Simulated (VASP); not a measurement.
The system is LaCoPO.

```
La Co P O
1.0
     3.99126    0.00000    0.00000
     0.00000    3.99126    0.00000
     0.00000    0.00000    8.26493
La Co P O
2 2 2 2
Direct
  0.50000 0.00000 0.15313
  0.00000 0.50000 0.84687
  0.00000 0.00000 0.50000
  0.50000 0.50000 0.50000
  0.00000 0.50000 0.38163
  0.50000 0.00000 0.61837
  0.50000 0.50000 0.00000
  0.00000 0.00000 0.00000
```

The cell is a database's computed one.

- Program: VASP 6.6.1
- Task: single point
- Functional: PBE
- Potentials or basis: VASP PAW PBE potentials, release 64 (La, Co, P, O)
- Cutoff: 520 eV
- k mesh: 7 × 7 × 4
- Occupations: fermi-dirac, width 0.05 eV
- Spin: collinear spin, ferromagnetic start
- Starting moments: [0.0, 0.0, 2.0, 2.0, 0.0, 0.0, 0.0, 0.0] μB

On this cell: pressure 0.6 GPa; largest force 0.710 eV/Å; net moment 1.20 μB per cell; site moments La -0.00; Co +0.60; P +0.01; O +0.00 μB; band gap on the k mesh none (metal or under the smearing width).

The same run follows on a disturbed copy (atoms moved at random, drawn with an rms of 0.05 Å):

```xyz
8
Lattice="3.9913 0.0000 0.0000 0.0000 3.9913 0.0000 0.0000 0.0000 8.2649" Properties=species:S:1:pos:R:3 pbc="T T T"
La    2.0475    0.0041    1.2541
La    0.0259    2.0524    6.9902
Co   -0.0141    0.0392    4.1137
Co    2.0276    2.0453    4.0980
P    -0.0324    2.0083    3.1765
P     1.9808   -0.0253    5.1061
O     1.9776    1.9739   -0.0164
O    -0.0221    0.0013    0.0084
```

**Question.** What changes?

**Answer.** The energy (extrapolated to zero smearing) moves by +14.5 meV/atom; pressure 1.3 GPa; largest force 1.349 eV/Å; net moment 1.21 μB per cell; site moments La +0.00, -0.00; Co +0.60; P +0.01; O +0.00 μB; band gap on the k mesh none (metal or under the smearing width).

Forces on the atoms (eV/Å):
```
La  -0.459 -0.036 -0.040
La  -0.220 -0.395  0.054
Co   0.027 -0.265  0.201
Co  -0.695 -0.601  0.304
P    0.700  0.211 -1.133
P    0.041  0.683  0.689
O    0.247  0.291  0.030
O    0.359  0.111 -0.104
```

Stress tensor (GPa, compression positive):
```
 0.96 -0.10 -0.89
-0.10  0.50  0.81
-0.89  0.81  2.57
```

Caveats: semilocal functionals often make such compounds metallic where correlation or magnetic order opens a gap, which also shifts bond lengths.
